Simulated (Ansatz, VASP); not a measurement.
One calculation of CsBa3, two programs

INCAR

```
SYSTEM = CsBa3
PREC     = Accurate       ! precision mode
ENCUT    = 520            ! plane-wave cutoff, eV
EDIFF    = 1E-7           ! SCF threshold, eV
ISMEAR   = -1             ! smearing method
SIGMA    = 0.05           ! smearing width, eV
LREAL    = .False.        ! projectors in reciprocal space
LASPH    = .True.         ! aspherical terms in the spheres
NELM     = 100            ! most SCF steps
ALGO     = Normal         ! electronic algorithm
ISIF     = 2              ! what is computed and relaxed
LWAVE    = .False.        ! write WAVECAR
LCHARG   = .False.        ! write CHGCAR
GGA      = PE             ! functional
NBANDS   = 28             ! bands
```

File KPOINTS:

```
Automatic mesh
0
Gamma
  4 4 4
  0 0 0
```

File POSCAR:

```
CsBa3
1.0
    6.4695500884      0.0000000000      0.0000000000
    0.0000000000      6.4695500884      0.0000000000
    0.0000000000      0.0000000000      6.4695500884
Ba Cs
3 1
Direct
    0.5000000000      0.5000000000      0.0000000000
    0.5000000000      0.0000000000      0.5000000000
    0.0000000000      0.5000000000      0.5000000000
    0.0000000000      0.0000000000      0.0000000000
```

The input input.yaml:

```yaml
crystal:
  lattice:
    - [6.4695500884, 0.0, 0.0]
    - [0.0, 6.4695500884, 0.0]
    - [0.0, 0.0, 6.4695500884]
  atoms:
    - { symbol: Ba, position: [0.5, 0.5, 0.0] }
    - { symbol: Ba, position: [0.5, 0.0, 0.5] }
    - { symbol: Ba, position: [0.0, 0.5, 0.5] }
    - { symbol: Cs, position: [0.0, 0.0, 0.0] }
hamiltonian:
  xc: pbe
  pseudopotentials: { kind: paw }
kpoints:
  mp_grid: { grid: [4, 4, 4] }
scf:
  occupations: { method: fermi_dirac, width: 0.05 }
output:
  forces: true
  stress: true
  eigenvalues: true
```

Change from the starting cell: volume scaled by 0.94.

Alike in both runs: task single point; functional PBE; k mesh 4 × 4 × 4; occupations fermi-dirac, width 0.05 eV; no spin polarisation.

```csv
,VASP,Ansatz
version,VASP 6.6.1,Ansatz 0.2.0
potentials or method,"VASP PAW PBE potentials, release 64 (Ba_sv, Cs_sv)",Ansatz PAW
plane-wave cutoff (eV),520,420
valence electrons in the cell,39,39
```

Ansatz gave:

| Property | Result |
| --- | --- |
| gap on the k mesh at the Fermi level (eV) | none |
| pressure (GPa) | 0.3 |

Question: Which values does VASP return?

Answer: gap on the k mesh at the Fermi level (eV): none; pressure (GPa): 0.4.

A gap of «none» marks a metal or a gap that the smearing closes.

Spin-orbit coupling is left out, which matters for the levels of Ba, Cs.
